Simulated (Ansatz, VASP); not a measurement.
# ZnH90C45S9N2O33F4: VASP beside Ansatz

Wanted: the spread between two codes on one cell, functional and k mesh. The cell is taken from a series of runs on this material, whose earlier steps may have relaxed, scaled, displaced or heated it; both programs get it as it stands.

Calculated with Ansatz 0.2.0; plane waves, with VASP 6.6.1 beside it; single point at PBE with D3(BJ).

## 1. The structure

The cell holds 184 atoms: 45 C, 33 O, 90 H, 9 S, 2 N, 4 F and 1 Zn. Cell: a = 12.346 Å, b = 12.346 Å, c = 12.346 Å, α = 90.0°, β = 90.0°, γ = 90.0°.

## 2. VASP: single point, PBE with D3(BJ)

A single point gives forces, pressure and levels at one fixed geometry, so differences don't come from the geometry; what else differs is listed under the comparison.

Lines of VASP's logs that name or quote its potential files are left out, and so is its time.

INCAR

```
SYSTEM = ZnH90C45S9N2O33F4
PREC = Accurate
ENCUT = 600
EDIFF = 1E-06
NELM = 120
ISMEAR = 0
SIGMA = 0.01
LREAL = Auto
ALGO = Normal
GGA = PE
IVDW = 12
NBANDS = 414
LORBIT = 11
LWAVE = .FALSE.
LCHARG = .FALSE.
ISIF = 2
LASPH = .TRUE.
GGA_COMPAT = .FALSE.
EFERMI = MIDGAP
```

POSCAR

```
ZnH90C45S9N2O33F4
1.0
   12.3458700000      0.0000000000      0.0000000000
    0.0000000000     12.3458700000      0.0000000000
    0.0000000000      0.0000000000     12.3458700000
C O H S N F Zn
45 33 90 9 2 4 1
Direct
    0.7962000000      0.8915200000      0.1208900000
    0.6952800000      0.9423200000      0.1553400000
    0.6173500000      0.0996700000      0.0864500000
    0.7439000000      0.2413300000      0.0626800000
    0.8180400000      0.1844700000      0.9888200000
    0.4250500000      0.5542900000      0.5931300000
    0.3421200000      0.5604200000      0.5066600000
    0.1662500000      0.5145900000      0.4694200000
    0.9947600000      0.4709700000      0.4204200000
    0.9559100000      0.5870900000      0.4162000000
    0.8746600000      0.3512300000      0.7130700000
    0.8743100000      0.4460400000      0.7831900000
    0.8738200000      0.5098500000      0.9654500000
    0.9161500000      0.5758200000      0.1390100000
    0.0239900000      0.6331600000      0.1455200000
    0.2560600000      0.8673500000      0.5489200000
    0.1693600000      0.7936100000      0.5847500000
    0.1599800000      0.6523300000      0.7089400000
    0.1596300000      0.5357600000      0.8524000000
    0.1470200000      0.4262200000      0.8028200000
    0.5065900000      0.0413000000      0.4076500000
    0.4171600000      0.1027200000      0.3577000000
    0.3173900000      0.9563600000      0.2699400000
    0.2568900000      0.7842700000      0.2332400000
    0.3538800000      0.7196700000      0.2540300000
    0.8830600000      0.1210600000      0.3862800000
    0.9249200000      0.1015900000      0.5035600000
    0.0135200000      0.1864300000      0.5293500000
    0.0866200000      0.1822900000      0.4279000000
    0.8366400000      0.8603000000      0.6331200000
[... 148 atom lines left out ...]
    0.6955900000      0.4714800000      0.3527200000
    0.0130100000      0.0902300000      0.7758100000
    0.0860300000      0.9414300000      0.1050300000
    0.6997400000      0.3164100000      0.4586400000
    0.6924800000      0.5054400000      0.1611900000
    0.3854800000      0.9885800000      0.0375800000
```

KPOINTS

```
Automatic mesh
0
Gamma
1 1 1
0 0 0
```

The projector-augmented-wave data sets are C, O, H, S, N, F and Zn (PBE family, release 64).

Started as:

```bash
export OMP_NUM_THREADS=3
mpirun -np 1 vasp_gam
```

Numbers of over 12 decimals in the logs are rounded to 6 here.

The log of the run:

```text
[banner, memory and clock lines left out]
running    1 mpi-ranks, on    1 nodes
[...]
Offloading initialized ...    1 GPUs detected
[...]
LDA part: xc-table for (Slater+PW92), standard interpolation
 POSCAR, INCAR and KPOINTS ok, starting setup
[...]
entering main loop
       N       E                     dE             d eps       ncg     rms          rms(c)
DAV:   1     0.516253318597E+04    0.51625E+04   -0.33488E+05   828   0.148E+03
DAV:   2    -0.531420206634E+03   -0.56940E+04   -0.54012E+04  1020   0.341E+02
DAV:   3    -0.111489257065E+04   -0.58347E+03   -0.57685E+03  1010   0.119E+02
DAV:   4    -0.113169805126E+04   -0.16805E+02   -0.16713E+02  1040   0.231E+01
[...]
DAV:  17    -0.102038473478E+04    0.37472E-04   -0.34287E-05  1184   0.430E-02    0.122E-02
DAV:  18    -0.102038473058E+04    0.41955E-05   -0.36618E-05  1080   0.151E-02    0.739E-03
DAV:  19    -0.102038472962E+04    0.95872E-06   -0.78766E-06  1080   0.742E-03
   1 F= -.10317882E+04 E0= -.10317882E+04  d E =0.000000E+00
```

OUTCAR, selected parts (step 2):

```text
  FREE ENERGIE OF THE ION-ELECTRON SYSTEM (eV)
  ---------------------------------------------------
  free  energy   TOTEN  =     -1031.7882245795 eV

  energy  without entropy=    -1031.7882245795  energy(sigma->0) =    -1031.78822458
```

The run ends at a pressure of 4.55 GPa, with forces up to 5.1 eV/Å.

## 3. Ansatz: single point, PBE with D3(BJ)

Ansatz runs on its default PAW (the set named soft_2) files.

The same cell, functional and mesh now go to Ansatz, which takes its cutoff from its data sets.

input.yaml

```yaml
crystal:
  lattice:
    - [12.34587, 0.0, 0.0]
    - [0.0, 12.34587, 0.0]
    - [0.0, 0.0, 12.34587]
  atoms:
    - { symbol: C, position: [0.7962, 0.89152, 0.12089] }
    - { symbol: C, position: [0.69528, 0.94232, 0.15534] }
    - { symbol: O, position: [0.70403, 0.04987, 0.11991] }
    - { symbol: C, position: [0.61735, 0.09967, 0.08645] }
    - { symbol: O, position: [0.53371, 0.05384, 0.07121] }
    - { symbol: O, position: [0.6381, 0.20203, 0.06029] }
    - { symbol: C, position: [0.7439, 0.24133, 0.06268] }
    - { symbol: C, position: [0.81804, 0.18447, 0.98882] }
    - { symbol: H, position: [0.81489, 0.92607, 0.04214] }
    - { symbol: H, position: [0.79044, 0.80327, 0.11325] }
    - { symbol: H, position: [0.8549, 0.91383, 0.18066] }
    - { symbol: H, position: [0.70178, 0.93369, 0.24197] }
    - { symbol: H, position: [0.62409, 0.90723, 0.1288] }
    - { symbol: H, position: [0.75254, 0.32733, 0.05074] }
    - { symbol: H, position: [0.77499, 0.22153, 0.14348] }
    - { symbol: H, position: [0.78984, 0.11153, 0.95984] }
    - { symbol: H, position: [0.88998, 0.16881, 0.0346] }
    - { symbol: H, position: [0.83389, 0.22677, 0.91383] }
    - { symbol: C, position: [0.42505, 0.55429, 0.59313] }
    - { symbol: C, position: [0.34212, 0.56042, 0.50666] }
    - { symbol: O, position: [0.2369, 0.52387, 0.54829] }
    - { symbol: C, position: [0.16625, 0.51459, 0.46942] }
    - { symbol: O, position: [0.17923, 0.5419, 0.37652] }
    - { symbol: O, position: [0.07643, 0.46088, 0.50624] }
    - { symbol: C, position: [0.99476, 0.47097, 0.42042] }
    - { symbol: C, position: [0.95591, 0.58709, 0.4162] }
    - { symbol: H, position: [0.49934, 0.58381, 0.56629] }
    - { symbol: H, position: [0.43481, 0.46892, 0.61712] }
    - { symbol: H, position: [0.38933, 0.60394, 0.66046] }
    - { symbol: H, position: [0.36662, 0.51879, 0.43258] }
    - { symbol: H, position: [0.33386, 0.64952, 0.50072] }
    - { symbol: H, position: [0.03088, 0.44329, 0.34594] }
    - { symbol: H, position: [0.93336, 0.4201, 0.44848] }
    - { symbol: H, position: [0.01732, 0.64667, 0.38358] }
    - { symbol: H, position: [0.92725, 0.61084, 0.4955] }
    - { symbol: H, position: [0.88682, 0.60026, 0.36732] }
    - { symbol: C, position: [0.87466, 0.35123, 0.71307] }
    - { symbol: C, position: [0.87431, 0.44604, 0.78319] }
    - { symbol: O, position: [0.87328, 0.42386, 0.89766] }
    - { symbol: C, position: [0.87382, 0.50985, 0.96545] }
    - { symbol: O, position: [0.83871, 0.60194, 0.94303] }
    - { symbol: O, position: [0.91774, 0.48476, 0.06631] }
    - { symbol: C, position: [0.91615, 0.57582, 0.13901] }
    - { symbol: C, position: [0.02399, 0.63316, 0.14552] }
    - { symbol: H, position: [0.86465, 0.37944, 0.63042] }
    - { symbol: H, position: [0.80561, 0.29619, 0.7276] }
    - { symbol: H, position: [0.94689, 0.29965, 0.72336] }
    - { symbol: H, position: [0.80046, 0.49144, 0.7709] }
    - { symbol: H, position: [0.93034, 0.50814, 0.75989] }
    - { symbol: H, position: [0.8435, 0.62981, 0.1267] }
    - { symbol: H, position: [0.9082, 0.53631, 0.21698] }
    - { symbol: H, position: [0.09296, 0.58055, 0.17138] }
    - { symbol: H, position: [0.03043, 0.69817, 0.19846] }
    - { symbol: H, position: [0.0449, 0.6609, 0.06619] }
    - { symbol: C, position: [0.25606, 0.86735, 0.54892] }
    - { symbol: C, position: [0.16936, 0.79361, 0.58475] }
    - { symbol: O, position: [0.22344, 0.73021, 0.67323] }
    - { symbol: C, position: [0.15998, 0.65233, 0.70894] }
    - { symbol: O, position: [0.06573, 0.63389, 0.6818] }
    - { symbol: O, position: [0.22292, 0.60097, 0.7827] }
    - { symbol: C, position: [0.15963, 0.53576, 0.8524] }
    - { symbol: C, position: [0.14702, 0.42622, 0.80282] }
[... 10 lines left out ...]
    - { symbol: C, position: [0.50659, 0.0413, 0.40765] }
    - { symbol: C, position: [0.41716, 0.10272, 0.3577] }
    - { symbol: O, position: [0.32251, 0.03546, 0.35312] }
    - { symbol: C, position: [0.31739, 0.95636, 0.26994] }
    - { symbol: O, position: [0.36224, 0.96428, 0.18084] }
    - { symbol: O, position: [0.25131, 0.87624, 0.30115] }
    - { symbol: C, position: [0.25689, 0.78427, 0.23324] }
    - { symbol: C, position: [0.35388, 0.71967, 0.25403] }
[... 10 lines left out ...]
    - { symbol: O, position: [0.04868, 0.07544, 0.26014] }
    - { symbol: S, position: [9.0e-05, 0.16165, 0.31804] }
    - { symbol: O, position: [0.97516, 0.2619, 0.26195] }
    - { symbol: C, position: [0.88306, 0.12106, 0.38628] }
    - { symbol: C, position: [0.92492, 0.10159, 0.50356] }
    - { symbol: C, position: [0.01352, 0.18643, 0.52935] }
    - { symbol: C, position: [0.08662, 0.18229, 0.4279] }
[... 8 lines left out ...]
    - { symbol: O, position: [0.7226, 0.95767, 0.48734] }
    - { symbol: S, position: [0.78007, 0.85723, 0.49717] }
    - { symbol: O, position: [0.87325, 0.83766, 0.4288] }
    - { symbol: C, position: [0.83664, 0.8603, 0.63312] }
[... 11 lines left out ...]
    - { symbol: O, position: [0.36902, 0.30886, 0.94261] }
    - { symbol: S, position: [0.33289, 0.26012, 0.03968] }
    - { symbol: O, position: [0.33446, 0.14034, 0.05563] }
[... 12 lines left out ...]
    - { symbol: O, position: [0.42736, 0.03687, 0.89345] }
    - { symbol: S, position: [0.45772, 0.05793, 0.78383] }
    - { symbol: O, position: [0.48294, 0.96879, 0.71038] }
    - { symbol: C, position: [0.37635, 0.15103, 0.71978] }
    - { symbol: C, position: [0.44302, 0.25055, 0.69209] }
    - { symbol: C, position: [0.56289, 0.21675, 0.69352] }
    - { symbol: C, position: [0.57418, 0.13695, 0.78881] }
[... 8 lines left out ...]
    - { symbol: O, position: [0.60948, 0.85079, 0.89186] }
    - { symbol: S, position: [0.51948, 0.79485, 0.94094] }
    - { symbol: O, position: [0.43919, 0.85574, 0.0048] }
    - { symbol: C, position: [0.44432, 0.71208, 0.84539] }
    - { symbol: C, position: [0.44079, 0.59868, 0.89697] }
    - { symbol: C, position: [0.55298, 0.58435, 0.9479] }
    - { symbol: C, position: [0.5659, 0.68278, 0.01909] }
    - { symbol: H, position: [0.36038, 0.74063, 0.84761] }
    - { symbol: H, position: [0.48162, 0.72007, 0.76476] }
    - { symbol: H, position: [0.41772, 0.53393, 0.84511] }
    - { symbol: H, position: [0.37332, 0.60099, 0.95205] }
    - { symbol: H, position: [0.56221, 0.51117, 0.98811] }
    - { symbol: H, position: [0.61298, 0.59068, 0.88384] }
    - { symbol: H, position: [0.6557, 0.69344, 0.04235] }
    - { symbol: H, position: [0.50828, 0.68291, 0.09085] }
    - { symbol: "N", position: [0.04525, 0.97222, 0.92836] }
    - { symbol: S, position: [0.10964, 0.05444, 0.85512] }
    - { symbol: O, position: [0.18341, 0.0092, 0.777] }
    - { symbol: O, position: [0.14765, 0.15369, 0.90768] }
    - { symbol: F, position: [0.01301, 0.09023, 0.77581] }
    - { symbol: S, position: [0.13593, 0.91265, 0.98997] }
    - { symbol: O, position: [0.14369, 0.79806, 0.98863] }
    - { symbol: O, position: [0.24215, 0.9611, 0.99459] }
    - { symbol: F, position: [0.08603, 0.94143, 0.10503] }
    - { symbol: "N", position: [0.69559, 0.47148, 0.35272] }
    - { symbol: S, position: [0.6265, 0.37066, 0.37124] }
    - { symbol: O, position: [0.62521, 0.29202, 0.28653] }
    - { symbol: O, position: [0.52448, 0.3808, 0.43046] }
    - { symbol: F, position: [0.69974, 0.31641, 0.45864] }
    - { symbol: S, position: [0.63827, 0.54745, 0.2708] }
    - { symbol: O, position: [0.52729, 0.52145, 0.24359] }
    - { symbol: O, position: [0.66832, 0.66018, 0.27318] }
    - { symbol: F, position: [0.69248, 0.50544, 0.16119] }
    - { symbol: Zn, position: [0.38548, 0.98858, 0.03758] }
kpoints:
  mp_grid: { grid: [1, 1, 1] }
hamiltonian:
  xc: pbe
  dispersion: d3bj
scf:
  occupations: { method: fixed }
output:
  forces: true
  stress: true
  populations: true
  dos:
    method: { smearing: { sigma: 0.08 } }
    de: 0.1
    projected: { site_lists: { C: [C], F: [F], H: [H], "N": ["N"], O: [O] } }
  eigenvalues: true
  write_density: true
  write_potential: true
  volumetric_format: npy
```

Started as:

```bash
ansatz run input.yaml --threads 8 --pin off --max-ram 15872MiB --backend cpu --events-out ev --progress --plain --runs-dir out
```

The log of the run:

```text
Engine: ansatz 0.2.0, aarch64-unknown-linux-gnu
Pseudopotentials: kind: paw
Pseudopotential: C, paw, valence charge 4, recommended cutoff 420 eV (normal), C.paw.azcp
Pseudopotential: O, paw, valence charge 6, recommended cutoff 420 eV (normal), O.paw.azcp
Pseudopotential: H, paw, valence charge 1, recommended cutoff 420 eV (normal), H.paw.azcp
Pseudopotential: S, paw, valence charge 6, recommended cutoff 420 eV (normal), S.paw.azcp
Pseudopotential: N, paw, valence charge 5, recommended cutoff 420 eV (normal), N.paw.azcp
Pseudopotential: F, paw, valence charge 7, recommended cutoff 420 eV (normal), F.paw.azcp
Pseudopotential: Zn, paw, valence charge 12, recommended cutoff 420 eV (normal), Zn.paw.azcp
Functional definition: PBE
  parameter kappa = 0.804
  parameter beta = 0.066725
  exchange = pbe_x(kappa = kappa, mu = beta*pi^2/3)
  correlation = pbe_c(beta = beta)
Crystal: 184 atoms, lattice volume = 1881.764 Å³
Basis set: ecut = 420 eV, 36785 PW (Γ), exchange–correlation on 180×180×180 points (8 copies of the dense FFT grid, shifted against one another)
Bands: 470, of which v1, the nominal top of the filled ones, is band 286 counted from 1 (285 counted from 0)
Symmetry: 1 space group operations
Space group: P1 (ITA 1), of the structure as read, at distance tolerance 1.2e-4 Å
k-points: 1
Non-local potential: C, projectors of the file, l = 0: 2, l = 1: 2, l = 2: 1
Non-local potential: O, projectors of the file, l = 0: 2, l = 1: 2, l = 2: 1
Non-local potential: H, projectors of the file, l = 0: 2, l = 1: 1
Non-local potential: S, projectors of the file, l = 0: 2, l = 1: 2, l = 2: 2
Non-local potential: N, projectors of the file, l = 0: 2, l = 1: 2, l = 2: 1
Non-local potential: F, projectors of the file, l = 0: 2, l = 1: 2, l = 2: 1
Non-local potential: Zn, projectors of the file, l = 0: 2, l = 1: 2, l = 2: 3, l = 3: 1
PAW form: soft (Blöchl's): semilocal exchange-correlation on the pseudo side does not see the compensation charge
PAW one-centre angular grid: C, 110 points (default); XC on 64 Gauss nodes
PAW one-centre angular grid: O, 110 points (default); XC on 64 Gauss nodes
PAW one-centre angular grid: H, 110 points (default); XC on 64 Gauss nodes
PAW one-centre angular grid: S, 110 points (default); XC on 64 Gauss nodes
PAW one-centre angular grid: N, 110 points (default); XC on 64 Gauss nodes
PAW one-centre angular grid: F, 110 points (default); XC on 64 Gauss nodes
PAW one-centre angular grid: Zn, 590 points (default); XC on 64 Gauss nodes
Initial density: superposition of atomic densities (neutral atoms: chi_scale 0, normalization atom), corrected by the library's trained network
Initial wavefunctions: pseudopotential atomic-orbital guess
Functional: x = pbe(κ = 0.804, μ = 0.219515), c = pbe(β = 0.066725)
SCF iter   1: F=—  HF=-46878.535047 eV  |F-HF|=—  |Δ(HF+E_count)|=         —  Δρ=5.84e-3  dr2=8.81e-1  ethr=1.77e-3  ⟨swp⟩=5.0  Hψ=1787  notcnv=0  defer=179
preconditioner: auto → Resta (q_TF=auto, 2.237 Å⁻¹)  ε∞=2.5  [insulator: Δε(μ)=4.282 eV  Ē_g=16.307 eV  n_scr=364 (ndim 8)  ℏωp=20.3 eV  f_vac=0.227  ε∞_Penn≈2.5]
SCF iter   2: F=—  HF=-46878.276211 eV  |F-HF|=—  |Δ(HF+E_count)|=   2.59e-1  Δρ=3.05e-3  dr2=1.88e-1  ethr=1.54e-4  ⟨swp⟩=2.0  Hψ=797  notcnv=0  defer=182
SCF iter   3: F=—  HF=-46878.260395 eV  |F-HF|=—  |Δ(HF+E_count)|=   1.58e-2  Δρ=1.40e-3  dr2=5.87e-2  ethr=3.28e-5  ⟨swp⟩=3.0  Hψ=571  notcnv=0  defer=182
SCF iter   4: F=—  HF=-46878.248823 eV  |F-HF|=—  |Δ(HF+E_count)|=   1.16e-2  Δρ=5.02e-4  dr2=7.06e-3  ethr=1.03e-5  ⟨swp⟩=3.0  Hψ=795  notcnv=0  defer=182
SCF iter   5: F=—  HF=-46878.247587 eV  |F-HF|=—  |Δ(HF+E_count)|=   1.24e-3  Δρ=3.57e-4  dr2=2.34e-3  ethr=1.23e-6  ⟨swp⟩=3.0  Hψ=570  notcnv=0  defer=182
SCF iter   6: F=—  HF=-46878.247068 eV  |F-HF|=—  |Δ(HF+E_count)|=   5.19e-4  Δρ=1.17e-4  dr2=2.44e-4  ethr=4.10e-7  ⟨swp⟩=2.0  Hψ=571  notcnv=0  defer=182
SCF iter   7: F=—  HF=-46878.247057 eV  |F-HF|=—  |Δ(HF+E_count)|=   1.12e-5  Δρ=3.77e-5  dr2=2.62e-5  ethr=4.27e-8  ⟨swp⟩=2.0  Hψ=566  notcnv=0  defer=181
SCF iter   8: F=—  HF=-46878.250593 eV  |F-HF|=—  |Δ(HF+E_count)|=   3.54e-3  Δρ=1.79e-5  dr2=5.26e-6  ethr=4.58e-9  ⟨swp⟩=2.0  Hψ=752  notcnv=0  defer=181
SCF iter   9: F=—  HF=-46878.250593 eV  |F-HF|=—  |Δ(HF+E_count)|=   5.43e-7  Δρ=6.47e-6  dr2=6.77e-7  ethr=9.20e-10  ⟨swp⟩=2.0  Hψ=572  notcnv=0  defer=181
SCF iter  10: F=—  HF=-46878.250593 eV  |F-HF|=—  |Δ(HF+E_count)|=   1.89e-7  Δρ=2.62e-6  dr2=1.25e-7  ethr=1.18e-10  ⟨swp⟩=2.0  Hψ=568  notcnv=0  defer=181
SCF iter  11: F=-46878.250593 eV  HF=-46878.250593 eV  |F-HF|=2.09e-9  |Δ(HF+E_count)|=   1.95e-8  Δρ=7.93e-7  dr2=1.26e-8  ethr=1.75e-11  ⟨swp⟩=21.0  Hψ=4839  notcnv=0
SCF 1 converged in 11 iterations: F = -46878.250593 eV  dr2 = 1.26e-8
[...]
--- Löwdin populations: 184 sites ---
  site symbol       q [e]
     0      C      4.4473
     1      C      4.0654
     2      O      6.2495
     3      C      3.2730
     4      O      6.4846
     5      O      6.2528
     6      C      4.0540
     7      C      4.4978
     8      H      0.7960
     9      H      0.8102
    10      H      0.7879
    11      H      0.8004
    12      H      0.8075
    13      H      0.7801
    14      H      0.8036
    15      H      0.7922
    16      H      0.7751
    17      H      0.8120
    18      C      4.4440
    19      C      4.0314
    20      O      6.2629
    21      C      3.3022
    22      O      6.4436
    23      O      6.2961
[...]
176      O      6.7396
   177      O      6.7507
   178      F      7.4091
   179      S      3.5922
   180      O      6.7391
   181      O      6.7154
   182      F      7.4283
   183     Zn     10.4021
  spilling = 0.016150 (of n_electrons = 572.000000)
```

## 4. Comparison

Known differences besides the potentials themselves: fixed occupations in Ansatz, narrow Gaussian smearing in VASP; the cutoff is 420 eV in Ansatz and 600 eV in VASP (PREC = Accurate, projectors in real space). Total energies have different zeros and are not compared.

Both answers:

```csv
quantity,Ansatz,VASP,difference
pressure (GPa),4.83,4.55,+0.29
gap on the k mesh (eV),4.631,4.619,+0.012
```

Forces on 10 of the 184 atoms, those with the largest forces and the largest differences (eV/Å; atoms numbered as in POSCAR):

```csv
atom,"Ansatz x, y, z","VASP x, y, z"
C38,"-3.440, 1.405, 0.057","-3.414, 1.360, 0.083"
O47,"-1.732, -0.081, 0.197","-2.143, -0.309, 0.127"
O50,"0.432, 0.545, -0.837","0.496, 0.683, -1.310"
O59,"-0.466, -0.665, 4.006","-0.339, -0.646, 3.787"
O67,"-0.757, -0.294, 0.171","-0.630, -0.211, -0.291"
H133,"-1.718, 3.258, 0.205","-1.719, 3.265, 0.209"
H140,"2.453, -2.566, -1.133","2.459, -2.570, -1.133"
S174,"0.912, 3.160, -2.100","1.163, 3.073, -2.041"
S175,"0.095, -1.215, 3.512","0.375, -1.349, 3.326"
S176,"-3.451, -3.345, 1.839","-3.539, -3.329, 1.589"
```

The forces differ by 89 meV/Å r.m.s., which is 8.6 % of the r.m.s. force of 1.033 eV/Å (both taken over all components). A gap on the mesh is an upper bound, since the band edges may lie between its points.

## 5. Summary of results

```
r.m.s. force difference (single point, PBE with D3(BJ)) : 8.6 % of the r.m.s. force
```

In words: The r.m.s. force difference is 8.6 % of the r.m.s. force (single point, PBE with D3(BJ)), beyond the 3 % picked in this series as the mark of a large difference. What causes the difference of the single point, PBE with D3(BJ) pair stays open here. Such differences can come from data sets, numerical settings and the points named under the comparisons, not from the functional's error against experiment.

[Lines on the potential files, build, host, timing and source positions are cut from VASP's logs without a mark.]

[Logs are printed without paths, hosts, clocks, repeated set-up lines and the standing remarks that a program may print on its own settings, such as how far it seeks lower states.]

[Hosts, paths, dates, database ids (printed as entryN), source tags and the programs' standing remarks are cut or masked in the printed files.]
